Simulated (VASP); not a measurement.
# Be3Te2Se (Imm2) in VASP: single point with PBEsol

Aim: the single point of Be3Te2Se with PBEsol.

Program: VASP 6.6.1. These are calculated values, not measurements. Logs are shortened: lines on timing, memory, paths and dates and some standing lists are left out, and cuts for length are marked.

## 1. The crystal as given

It takes space group Imm2 (No. 44, orthorhombic). The conventional cell has a = 3.899 Å, b = 11.689 Å, c = 5.501 Å, α = 90.00°, β = 90.00°, γ = 90.00°. Be (site symmetry m) has 1 Se at 2.25 Å and 3 Te at 2.43 to 2.46 Å as nearest neighbours. Around Be (site symmetry mm2) lie 2 Se at 2.31 Å and 2 Te at 2.45 Å. Around Te (site symmetry m) lie 4 Be at 2.43 to 2.46 Å. Se (site symmetry mm2) is surrounded by 4 Be at 2.25 to 2.31 Å.

The cell was built by a generator and needn't be a form met in nature.

## 2. Single point, PBEsol

Contents of INCAR:

```
SYSTEM = Be3Te2Se
ALGO = Normal
EDIFF = 1E-6
ENCUT = 520
GGA = PS
ISIF = 2
ISMEAR = 0
KPAR = 8
LASPH = .TRUE.
LCHARG = .FALSE.
LREAL = .FALSE.
LWAVE = .FALSE.
NBANDS = 21
NELM = 100
PREC = Accurate
SIGMA = 0.03
```

Contents of KPOINTS:

```
k-points
0
G
  8 8 8
  0 0 0
```

Contents of POSCAR:

```
Be3Te2Se
1.0
   -1.9494800000      5.8446100000      2.7503100000
    1.9494800000     -5.8446100000      2.7503100000
    1.9494800000      5.8446100000     -2.7503100000
Be Te Se
3 2 1
Direct
    0.6062970000      0.7630470000      0.8432500000
    0.9197960000      0.7630470000      0.1567500000
    0.2245800000      0.7245800000      0.5000000000
    0.6644610000      0.9995180000      0.6649430000
    0.3345760000      0.9995180000      0.3350570000
    0.0000150000      0.0000150000      0.0000000000
```

Potentials or basis: VASP PAW PBE potentials, release 64 (Be, Te, Se).

Started as:

```
$ cat potpaw_PBE.64/Be/POTCAR potpaw_PBE.64/Te/POTCAR potpaw_PBE.64/Se/POTCAR > POTCAR
$ mpirun -np 8 vasp_std > vasp.out
```

OUTCAR:

```text
SYSTEM = Be3Te2Se
   EDIFF = 1E-6
   ENCUT = 520
   GGA = PS
   ISIF = 2
   ISMEAR = 0
   LASPH = .TRUE.
   LREAL = .FALSE.
   NELM = 100
   PREC = Accurate

 ion  position               nearest neighbor table
   1  0.606  0.763  0.843-   6 2.25   5 2.43   5 2.43   4 2.46
   2  0.920  0.763  0.157-   6 2.25   4 2.43   4 2.43   5 2.46
   3  0.225  0.725  0.500-   6 2.31   6 2.31   5 2.45   4 2.45
   4  0.664  1.000  0.665-   2 2.43   2 2.43   3 2.45   1 2.46
   5  0.335  1.000  0.335-   1 2.43   1 2.43   3 2.45   2 2.46
   6  0.000  0.000  0.000-   2 2.25   1 2.25   3 2.31   3 2.31

  LATTYP: Found a body centered orthorhombic cell.
 ALAT       =     3.8989600000
 B/A-ratio  =     1.4107915957
 C/A-ratio  =     2.9980353735

  Lattice vectors:

 A1 = (   1.9494800000,  -5.8446100000,  -2.7503100000)
 A2 = (  -1.9494800000,  -5.8446100000,   2.7503100000)
 A3 = (  -1.9494800000,   5.8446100000,  -2.7503100000)

Analysis of symmetry for initial positions (statically):
=====================================================================
 Subroutine PRICEL returns:
 Original cell was already a primitive cell.

 Routine SETGRP: Setting up the symmetry group for a
 body centered orthorhombic supercell.

 Subroutine GETGRP returns: Found  4 space group operations
 (whereof  4 operations were pure point group operations)
 out of a pool of  8 trial point group operations.

The static configuration has the point symmetry C_2v.

Analysis of symmetry for dynamics (positions and initial velocities):
=====================================================================
 Subroutine PRICEL returns:
 Original cell was already a primitive cell.

 Routine SETGRP: Setting up the symmetry group for a
 body centered orthorhombic supercell.

 Subroutine GETGRP returns: Found  4 space group operations
 (whereof  4 operations were pure point group operations)
 out of a pool of  8 trial point group operations.

The dynamic configuration has the point symmetry C_2v.

 Subroutine INISYM returns: Found  4 space group operations
 (whereof  4 operations are pure point group operations),
 and found     1 'primitive' translations

----------------------------------------------------------------------------------------

                                     Primitive cell

  volume of cell :     125.3476

  direct lattice vectors                    reciprocal lattice vectors
[... 93 lines left out ...]
   ENCUT  =  520.0 eV  38.22 Ry    6.18 a.u.  12.55 12.55 12.55*2*pi/ulx,y,z
   NELM   =    100;   NELMIN=  2; NELMDL= -5     # of ELM steps
   EDIFF  = 0.1E-05   stopping-criterion for ELM
   LREAL  =      F    real-space projection
   EDIFFG = 0.1E-04   stopping-criterion for IOM
   NSW    =      0    number of steps for IOM
   IBRION =     -1    ionic relax: 0-MD 1-quasi-New 2-CG
   NFREE  =      0    steps in history (QN), initial steepest desc. (CG)
   ISIF   =      2    stress and relaxation
   ISYM   =      2    0-nonsym 1-usesym 2-fastsym
   POTIM  = 0.5000    time-step for ionic-motion
   TEBEG  =    0.0;   TEEND  =   0.0 temperature during run
   PSTRESS=    0.0 pullay stress
   NELECT =      24.0000    total number of electrons
   NUPDOWN=      -1.0000    fix difference up-down
   EMIN   =  10.00;   EMAX   =-10.00  energy-range for DOS
   EFERMI =   0.00;   METHOD = LEGACY
   ISMEAR =     0;   SIGMA  =   0.03  broadening in eV -4-tet -1-fermi 0-gaus
   EFERMI_NEDOS =   21; number of points for ismear=-14 and -15
   IALGO  =     38    algorithm
   IMIX   =      4    mixing-type and parameters
     AMIX     =   0.40;   BMIX     =  1.00
     AMIX_MAG =   1.60;   BMIX_MAG =  1.00
  volume/ion in A,a.u.               =      20.89       140.98
  Fermi-wavevector in a.u.,A,eV,Ry     =   0.943568  1.783085 12.113550  0.890321
  Thomas-Fermi vector in A             =   2.071288
   LORBIT       =      0    0 simple, 1 ext, 2 COOP (PROOUT), +10 PAW based schemes
   GGA     = PS    functional components
   LHFCALC =     F    Hartree Fock is set to
   AEXX    =    0.0000 exact exchange contribution
   IVDW    =     0    specifies the selected vdW correction
   LEPSILON=     F    determine dielectric tensor
   LRPA    =     F    only Hartree local field effects (RPA)
 non-spin polarized calculation
 Gauss-broadening in eV      SIGMA  =   0.03
  energy-cutoff  :      520.00
  volume of cell :      125.35
 maximum number of plane-waves:      3402
   NGX = 25   NGY = 25   NGZ = 25

 number of electron      24.0000000 magnetization

 Free energy of the ion-electron system (eV)
  ---------------------------------------------------
  ext. energy  EPLUGINS =         0.00000000
  ---------------------------------------------------
  free energy    TOTEN  =       -25.72728918 eV

  energy without entropy =      -25.72728918  energy(sigma->0) =      -25.72728918

 E-fermi :   4.7059     XC(G=0):  -9.2537

 val. band max:        4.5178653070   @ k =   0.0000   0.0000   0.0000
 cond. band min:       6.3377613162   @ k =   0.5000   0.5000   0.5000
 fundamental gap:      1.8198960092
 Fermi energy:         4.7059059648

 k-point     1 :       0.0000    0.0000    0.0000
  band No.  band energies     occupation
      1      -8.9047      2.00000
      2      -6.9797      2.00000
      3      -5.9302      2.00000
      4      -0.3012      2.00000
      5      -0.2346      2.00000
      6       0.3347      2.00000
[... 565 lines left out ...]
     20      10.3278      0.00000
     21      10.7109      0.00000

 [... further k-points ...]
[... 5 lines left out ...]
  --------------------------------------------------------------------------------------
  -------------------------------------------------------------------------------------
  Total       -1.3917198     -1.4154911     -1.4055257      0.0000000      0.0000000      0.0000000
  in kB      -17.7887914    -18.0926325    -17.9652557      0.0000000      0.0000000      0.0000000
  external PRESSURE =     -17.9488932 kB  Pullay stress =       0.0000000 kB

 VOLUME and BASIS-vectors are now :
 -----------------------------------------------------------------------------
  energy-cutoff  :      520.00
  volume of cell :      125.35
      direct lattice vectors                 reciprocal lattice vectors
    -1.949480000  5.844610000  2.750310000     0.000000000  0.085548907  0.181797688
     1.949480000 -5.844610000  2.750310000     0.256478651  0.000000000  0.181797688
     1.949480000  5.844610000 -2.750310000     0.256478651  0.085548907  0.000000000

 POSITION                                       TOTAL-FORCE (eV/Angst)
 -----------------------------------------------------------------------------------
      1.94948      4.01232      1.44692        -0.000000      0.009216      0.005594
      0.00000      1.83228      4.19723         0.000000     -0.009216      0.005594
      1.94948      0.00000      1.23533        -0.000000      0.000000     -0.008150
      1.94948      1.92806      2.74766        -0.000000      0.002531     -0.002633
      1.94948     -1.92805      2.74766         0.000000     -0.002531     -0.002633
      0.00000      0.00000      0.00008        -0.000000      0.000000      0.002229
 -----------------------------------------------------------------------------------
    total drift:                                0.000575     -0.001744     -0.000046

  FREE ENERGIE OF THE ION-ELECTRON SYSTEM (eV)
  ---------------------------------------------------
  free  energy   TOTEN  =       -25.7272891759 eV

  energy  without entropy=      -25.7272891759  energy(sigma->0) =      -25.72728918
```

stdout:

```text
POSCAR found type information on POSCAR BeTeSe
 POSCAR found :  3 types and       6 ions
 scaLAPACK will be used
 -----------------------------------------------------------------------------
|                                                                             |
|           W    W    AA    RRRRR   N    N  II  N    N   GGGG   !!!           |
|           W    W   A  A   R    R  NN   N  II  NN   N  G    G  !!!           |
[... 21 lines left out ...]
 -----------------------------------------------------------------------------

 LDA part: xc-table for (Slater+PW92), standard interpolation
 POSCAR, INCAR and KPOINTS ok, starting setup
 FFT: planning ... GRIDC
 FFT: planning ... GRID_SOFT
 FFT: planning ... GRID
 WAVECAR not read
 entering main loop
```

It took 55 s on 8 MPI ranks of Intel Xeon Platinum 8488C (Sapphire Rapids), shared host; peak memory 0.53 GiB.

What came out:

- Free energy: -25.7273 eV
- Pressure: -1.8 GPa
- Largest force: 0.011 eV/Å
- Band gap on the k mesh: 1.82 eV, indirect (least direct gap 1.97 eV)

Forces in eV/Å, atoms in the order of the input:
```
Be   0.000  0.009  0.006
Be   0.000 -0.009  0.006
Be   0.000  0.000 -0.008
Te   0.000  0.003 -0.003
Te   0.000 -0.003 -0.003
Se   0.000  0.000  0.002
```

Caveat: the PAW data sets were made with another functional, which shifts forces and pressure a little; spin-orbit coupling is left out, which moves the levels of the heavy elements.
